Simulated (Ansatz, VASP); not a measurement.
**One calculation of HfHgF, two programs**

Contents of INCAR:

```
SYSTEM = HfHgF
  ALGO = Normal
  EDIFF = 1E-6
  ENCUT = 520
  GGA = PE
  ISIF = 2
  ISMEAR = 0
  LASPH = .TRUE.
  LCHARG = .FALSE.
  LREAL = .FALSE.
  LWAVE = .FALSE.
  NBANDS = 22
  NELM = 100
  PREC = Accurate
  SIGMA = 0.1
```

Contents of KPOINTS:

```
k-points
0
G
  6 6 4
  0 0 0
```

Contents of POSCAR:

```
HfHgF
1.0
    4.0941152500      0.0000000000      0.0000000000
   -2.0470576300      3.5456078100      0.0000000000
    0.0000000000      0.0000000000      4.9668448100
Hf Hg F
1 1 1
Direct
    0.6666666700      0.3333333300      0.5000000000
    0.3333333300      0.6666666700      0.5000000000
    0.0000000000      0.0000000000      0.0000000000
```

Input for Ansatz:

```yaml
crystal:
  lattice:
    - [4.09411525, 0.0, 0.0]
    - [-2.04705763, 3.54560781, 0.0]
    - [0.0, 0.0, 4.96684481]
  atoms:
    - { symbol: Hf, position: [0.66666667, 0.33333333, 0.5] }
    - { symbol: Hg, position: [0.33333333, 0.66666667, 0.5] }
    - { symbol: F, position: [0.0, 0.0, 0.0] }
basis:
  ecutwfc: 420
kpoints:
  mp_grid: { grid: [6, 6, 4] }
hamiltonian:
  xc: pbe
scf:
  occupations: { method: gaussian, width: 0.1 }
  lower_state_search: "off"
output:
  forces: true
  stress: true
  eigenvalues: true
```

Change from the starting cell: species swapped into the BaAlSi type (P-6m2, No. 187).

Alike in both runs: task single point; functional PBE; k mesh 6 × 6 × 4; occupations gaussian, width 0.1 eV; no spin polarisation.

```csv
,VASP,Ansatz
version,VASP 6.6.1,Ansatz 0.2.0
potentials or method,"VASP PAW PBE potentials, release 64 (Hf_pv, Hg, F)","scalar-relativistic, plane waves, PAW"
plane-wave cutoff (eV),520,420
valence electrons in the cell,29,53
```

VASP gave:

```
gap on the k mesh at the Fermi level (eV)       : none
pressure (GPa)                                  : 24.2
largest component of the traceless stress (GPa) : 30.99
```

Problem. Which values does Ansatz return?

Solution. gap on the k mesh at the Fermi level (eV): none; pressure (GPa): 24.5; largest component of the traceless stress (GPa): 31.14.

A gap of «none» marks a metal or a gap that the smearing closes. The two sets of potentials don't hold the same shells in valence.

Caveats: so large a pressure means that the cell lies far from this level's equilibrium, or that cutoff or potentials fall short (VASP); an odd number of electrons without spin polarisation forces a metal; a magnetic or distorted state may lie lower. The runs have no spin-orbit coupling, so splittings on Hf, Hg are missing.
